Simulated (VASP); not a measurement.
```
PbS
1.0
    0.00000     2.99807     2.99807
    2.99807     0.00000     2.99807
    2.99807     2.99807     0.00000
Pb S
1 1
Direct
  0.00000   0.00000   0.00000
  0.50000   0.50000   0.50000
```

Method: revPBE GGA, VASP's PBE PAW potentials (set 64) (plane waves; VASP). Run with 520 eV cut-off, 8×8×8 Γ-centred mesh, Gaussian smearing of 0.050 eV, potentials Pb_d S.

Q: Give the stress tensor in GPa (positive for a compressed cell).

A: 
```
1.62  0.00  0.00
0.00  1.62  0.00
0.00  0.00  1.62
```
The pressure is its mean diagonal, 1.62 GPa.

The compound is PbS in the rock salt structure. This cell is one point of a volume scan, at 0.97 of the reference volume.
